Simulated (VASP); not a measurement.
A run of VASP 6.6.1:

File INCAR:

```
ALGO = Normal ; EDIFF = 1E-7
ENCUT = 520 ; GGA = PE
ISIF = 2 ; ISMEAR = 0
LASPH = T ; LCHARG = T
LREAL = F ; LVHAR = T
LWAVE = F ; NELM = 60
PREC = Accurate ; SIGMA = 0.02
```

File KPOINTS:

```
k-points
0
Gamma
  10 10 10
```

The input POSCAR:

```
Si
1.0
    0.0000000000      2.7200000000      2.7200000000
    2.7200000000      0.0000000000      2.7200000000
    2.7200000000      2.7200000000      0.0000000000
Si
2
Direct
    0.0000000000      0.0000000000      0.0000000000
    0.2500000000      0.2500000000      0.2500000000
```

Potentials or basis: VASP PAW PBE potentials, release 64 (Si).

Launch:

```sh
$ cat potpaw_PBE.64/Si/POTCAR > POTCAR
$ mpirun -np 1 vasp_std > vasp.out
```

Hardware: 1 thread of Intel(R) Xeon(R) Platinum 8488C (Sapphire Rapids), on a shared host.

Estimate the wall time of this run.

It took 10 s on 1 thread of Intel(R) Xeon(R) Platinum 8488C (Sapphire Rapids), with other jobs on the host, peak memory 0.16 GiB. Counts: scf iterations 13, k points 47.
